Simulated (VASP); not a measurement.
Output of a VASP run:

File OSZICAR:
```
       N       E                     dE             d eps       ncg     rms          rms(c)
DAV:   1     0.500299235735E+02    0.50030E+02   -0.61443E+03  2404   0.938E+02
DAV:   2    -0.115229990594E+02   -0.61553E+02   -0.56720E+02  2652   0.184E+02
DAV:   3    -0.130593024564E+02   -0.15363E+01   -0.15158E+01  2856   0.286E+01
DAV:   4    -0.130707306431E+02   -0.11428E-01   -0.11420E-01  2692   0.294E+00
DAV:   5    -0.130709020433E+02   -0.17140E-03   -0.17139E-03  2840   0.375E-01    0.963E+00
DAV:   6    -0.118288189607E+02    0.12421E+01   -0.65083E+00  2568   0.289E+01    0.406E+00
DAV:   7    -0.117590402052E+02    0.69779E-01   -0.27333E-01  2432   0.603E+00    0.194E+00
DAV:   8    -0.117286912587E+02    0.30349E-01   -0.22331E-02  2632   0.121E+00    0.401E-01
DAV:   9    -0.117277137075E+02    0.97755E-03   -0.30663E-03  2580   0.666E-01    0.184E-01
DAV:  10    -0.117278458616E+02   -0.13215E-03   -0.24519E-04  2480   0.129E-01    0.343E-02
DAV:  11    -0.117278391501E+02    0.67114E-05   -0.85742E-06  2752   0.246E-02    0.109E-02
DAV:  12    -0.117278408380E+02   -0.16878E-05   -0.31400E-06  2440   0.128E-02    0.398E-03
DAV:  13    -0.117278410400E+02   -0.20199E-06   -0.38507E-07  1404   0.638E-03
   1 F= -.11727841E+02 E0= -.11727379E+02  d E =-.924080E-03
```

**OUTCAR**
```
------------------------ aborting loop because EDIFF is reached ----------------------------------------
  FORCE on cell =-STRESS in cart. coord.  units (eV):
  Direction    XX          YY          ZZ          XY          YZ          ZX
  --------------------------------------------------------------------------------------
  Total        3.0569682      3.5096301      3.1467722      0.0000000      0.0000000      0.0000000
  in kB       94.8452175    108.8894643     97.6314672      0.0000000      0.0000000      0.0000000
  external PRESSURE =     100.4553830 kB  Pullay stress =       0.0000000 kB
  volume of cell :       51.64
      direct lattice vectors                 reciprocal lattice vectors
     0.000000000  2.913354000  2.987777000    -0.168560330  0.171623496  0.167348500
     2.966297000  0.000000000  2.987777000     0.168560330 -0.171623496  0.167348500
     2.966297000  2.913354000  0.000000000     0.168560330  0.171623496 -0.167348500
 POSITION                                       TOTAL-FORCE (eV/Angst)
 -----------------------------------------------------------------------------------
      1.48315      1.45668      1.49389         0.395502     -0.000000      0.000000
      4.44945      4.37003      4.48167         0.395502      0.000000      0.000000
      0.07811      2.91335      2.98778        -0.791003      0.000000      0.000000
 -----------------------------------------------------------------------------------
    total drift:                               -0.000285     -0.000000     -0.000000
  FREE ENERGIE OF THE ION-ELECTRON SYSTEM (eV)
  ---------------------------------------------------
  free  energy   TOTEN  =       -11.7278410400 eV

  energy  without entropy=      -11.7269169595  energy(sigma->0) =      -11.72737900
```
(Selected blocks of OUTCAR.)

File POSCAR:
```
AuAl2
1
    0.0000000000     2.9133540000     2.9877770000
    2.9662970000     0.0000000000     2.9877770000
    2.9662970000     2.9133540000     0.0000000000
Al Au
2 1
Direct
  0.2500000000   0.2500000000   0.2500000000
  0.7500000000   0.7500000000   0.7500000000
 -0.0131660000   0.0131660000   0.0131660000
```

Q: Write an INCAR and KPOINTS that could have produced this output.

A: This is not unique; one that fits is the input of the run itself, PBE GGA, plane waves, VASP's PBE PAW potentials (set 64).

### KPOINTS
```
kpoints
0
G
 8 8 8
0 0 0
```

INCAR:
```
NELECT  =  17.02
ENCUT  =  400   # plane-wave cut-off (eV)
SYSTEM  =  AuAl2
EDIFF  =  1E-6
GGA  =  PE   # PBE
SIGMA  =  0.05
ALGO  =  Normal   # blocked Davidson
LCHARG  =  .FALSE.
LMAXMIX  =  6
LREAL  =  .FALSE.
PREC  =  Accurate
NELM  =  100   # most electronic steps
LASPH  =  .TRUE.   # aspherical one-centre terms
ISIF  =  2
LWAVE  =  .FALSE.
ISMEAR  =  0   # Gaussian
```

POTCAR, in this order: Al Au (PBE.64 set). Program: vasp_std.

The cell is charged, with a uniform compensating background.

The compound is AuAl2 in the fluorite structure. The cell was not relaxed at this level, atoms are displaced from their ideal sites. The run is one of a series of settings (ISMEAR = 0, NELECT = 17.02, SIGMA = 0.05 against the base run), some of them coarse on purpose. The electron count is odd and the run is not spin-polarised, which forces a metal.
